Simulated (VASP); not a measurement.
Level of theory: PBEsol GGA, VASP's PBE PAW potentials (set 64) (plane waves; VASP).

Input for VASP

File KPOINTS:
```
Automatic mesh
0
Gamma
12 12 7
0 0 0
```

**INCAR**
```
! general
SYSTEM  = Y
PREC    = Accurate
ENCUT   = 520   ! plane-wave cut-off (eV)
LREAL   = .FALSE.   ! projection in real space or not
LASPH   = .TRUE.

! electronic loop
EDIFF   = 1E-7   ! SCF stop (eV)
NELM    = 100   ! most electronic steps
ALGO    = Normal
LMAXMIX = 4

! smearing
ISMEAR  = 1   ! Methfessel-Paxton
SIGMA   = 0.1

! functional
GGA     = PS   ! PBEsol

! ions
IBRION  = 2
NSW     = 30
ISIF    = 4   ! ions and shape, fixed volume
EDIFFG  = -0.01   ! ionic stop

! output
LWAVE   = .FALSE.
LCHARG  = .FALSE.
```

**POSCAR**
```
Y
1
    1.8360046968    -3.1800536881     0.0000000000
    1.8360046968     3.1800536881     0.0000000000
    0.0000000000     0.0000000000     5.6540885973
Y
2
Direct
  0.3333330000   0.6666670000   0.2500000000
  0.6666670000   0.3333330000   0.7500000000
```

POTCAR, in this order: Y_sv (PBE.64 set). Program: vasp_std.

Output

File OUTCAR:
```
 ion  position               nearest neighbor table
   1  0.333  0.667  0.250-   2 3.53   2 3.53   2 3.53   2 3.53   2 3.53   2 3.53
   2  0.667  0.333  0.750-   1 3.53   1 3.53   1 3.53   1 3.53   1 3.53   1 3.53
  LATTYP: Found a hexagonal cell.
 ALAT       =     3.6720096277
 C/A-ratio  =     1.5397804392
 Subroutine PRICEL returns:
 Original cell was already a primitive cell.
 Subroutine GETGRP returns: Found 24 space group operations
The static configuration has the point symmetry D_3d.
 The point group associated with its full space group is D_6h.
The dynamic configuration has the point symmetry D_3d.
 Subroutine INISYM returns: Found 24 space group operations
 Subroutine IBZKPT returns following result:
 Found     76 irreducible k-points:

 Following reciprocal coordinates:
            Coordinates               Weight
  0.000000  0.000000  0.000000      1.000000
  0.083333  0.000000  0.000000      6.000000
  0.166667  0.000000  0.000000      6.000000
  0.250000  0.000000  0.000000      6.000000
  0.333333  0.000000  0.000000      6.000000
  0.416667  0.000000  0.000000      6.000000
  0.500000  0.000000  0.000000      3.000000
...
```

### OSZICAR
```
       N       E                     dE             d eps       ncg     rms          rms(c)
DAV:   1     0.869241581192E+02    0.86924E+02   -0.11627E+04  2280   0.139E+03
DAV:   2    -0.661720640024E+01   -0.93541E+02   -0.92657E+02  2847   0.286E+02
DAV:   3    -0.139733635376E+02   -0.73562E+01   -0.72997E+01  4389   0.478E+01
DAV:   4    -0.140927800997E+02   -0.11942E+00   -0.11935E+00  2568   0.724E+00
DAV:   5    -0.140958437810E+02   -0.30637E-02   -0.30636E-02  3317   0.866E-01    0.333E+01
DAV:   6    -0.137001602004E+02    0.39568E+00   -0.49182E-01  2308   0.493E+00    0.207E+01
DAV:   7    -0.136230851102E+02    0.77075E-01   -0.94298E-01  2907   0.627E+00    0.179E+00
DAV:   8    -0.136107236644E+02    0.12361E-01   -0.18580E-01  2756   0.283E+00    0.110E+00
DAV:   9    -0.136097968295E+02    0.92683E-03   -0.47428E-03  3222   0.497E-01    0.404E-01
DAV:  10    -0.136099271823E+02   -0.13035E-03   -0.18831E-03  2455   0.458E-01    0.321E-01
DAV:  11    -0.136098706881E+02    0.56494E-04   -0.13555E-04  3096   0.120E-01    0.248E-02
DAV:  12    -0.136098662039E+02    0.44842E-05   -0.26354E-05  2771   0.515E-02    0.239E-02
DAV:  13    -0.136098680436E+02   -0.18397E-05   -0.75316E-06  2630   0.291E-02    0.854E-04
DAV:  14    -0.136098681687E+02   -0.12513E-06   -0.23443E-07  2954   0.306E-03    0.191E-03
DAV:  15    -0.136098680503E+02    0.11845E-06   -0.29204E-08  1644   0.182E-03    0.655E-04
DAV:  16    -0.136098680800E+02   -0.29691E-07   -0.36429E-09  1490   0.482E-04
   1 F= -.13609868E+02 E0= -.13608850E+02  d E =-.136099E+02
       N       E                     dE             d eps       ncg     rms          rms(c)
DAV:   1    -0.136117167418E+02   -0.18487E-02   -0.85015E-02  2280   0.236E+00    0.215E-01
DAV:   2    -0.136106909648E+02    0.10258E-02   -0.24972E-03  2483   0.356E-01    0.114E-01
DAV:   3    -0.136102693833E+02    0.42158E-03   -0.11075E-03  2903   0.249E-01    0.775E-02
DAV:   4    -0.136102731532E+02   -0.37699E-05   -0.33671E-05  2784   0.424E-02    0.247E-02
DAV:   5    -0.136102668478E+02    0.63054E-05   -0.17298E-05  3043   0.321E-02    0.359E-03
DAV:   6    -0.136102668943E+02   -0.46478E-07   -0.62472E-07  2780   0.572E-03
   2 F= -.13610267E+02 E0= -.13609305E+02  d E =-.398814E-03
       N       E                     dE             d eps       ncg     rms          rms(c)
DAV:   1    -0.136111981107E+02   -0.93126E-03   -0.48461E-02  2280   0.178E+00    0.162E-01
DAV:   2    -0.136106116794E+02    0.58643E-03   -0.14265E-03  2483   0.269E-01    0.864E-02
DAV:   3    -0.136103702903E+02    0.24139E-03   -0.63403E-04  2903   0.188E-01    0.587E-02
DAV:   4    -0.136103723974E+02   -0.21070E-05   -0.19268E-05  2777   0.320E-02    0.188E-02
DAV:   5    -0.136103687355E+02    0.36619E-05   -0.98463E-06  3036   0.241E-02    0.273E-03
DAV:   6    -0.136103687608E+02   -0.25358E-07   -0.35088E-07  2429   0.431E-03
   3 F= -.13610369E+02 E0= -.13609456E+02  d E =-.500681E-03
```

**OUTCAR**
```
------------------------ aborting loop because EDIFF is reached ----------------------------------------
  FORCE on cell =-STRESS in cart. coord.  units (eV):
  Direction    XX          YY          ZZ          XY          YZ          ZX
  --------------------------------------------------------------------------------------
  Total       -0.8710582     -0.8710584     -0.8648202      0.0000000      0.0000000     -0.0000000
  in kB      -21.1376613    -21.1376646    -20.9862841      0.0000000      0.0000000     -0.0000000
  external PRESSURE =     -21.0872034 kB  Pullay stress =       0.0000000 kB
  volume of cell :       66.02
      direct lattice vectors                 reciprocal lattice vectors
     1.831228054 -3.171780278  0.000000000     0.273040815 -0.157640176  0.000000000
     1.831228054  3.171780278 -0.000000000     0.273040815  0.157640176  0.000000000
     0.000000000  0.000000000  5.683623773     0.000000000  0.000000000  0.175944088
 POSITION                                       TOTAL-FORCE (eV/Angst)
 -----------------------------------------------------------------------------------
      1.83123      1.05726      1.42091        -0.000000      0.000000      0.000000
      1.83123     -1.05726      4.26272         0.000000     -0.000000      0.000000
 -----------------------------------------------------------------------------------
    total drift:                               -0.000067      0.000521     -0.000010
  FREE ENERGIE OF THE ION-ELECTRON SYSTEM (eV)
  ---------------------------------------------------
  free  energy   TOTEN  =       -13.6103687608 eV

  energy  without entropy=      -13.6076314899  energy(sigma->0) =      -13.60945634

 reached required accuracy - stopping structural energy minimisation
```
(Selected blocks of OUTCAR.)

**CONTCAR**
```
Y
   1.00000000000000
     1.8312280538418384   -3.1717802778926361    0.0000000000000000
     1.8312280538418384    3.1717802778926361   -0.0000000000000000
     0.0000000000000000    0.0000000000000000    5.6836237728778229
  Y
     2
Direct
     0.3333330000000032    0.6666669999999968    0.2500000000000000
     0.6666669999999968    0.3333330000000032    0.7500000000000000
```

The compound is Y in the hcp structure. This cell is one point of a volume scan, at 1.06 of the reference volume. Symmetry was kept, so distortions that lower it aren't found.
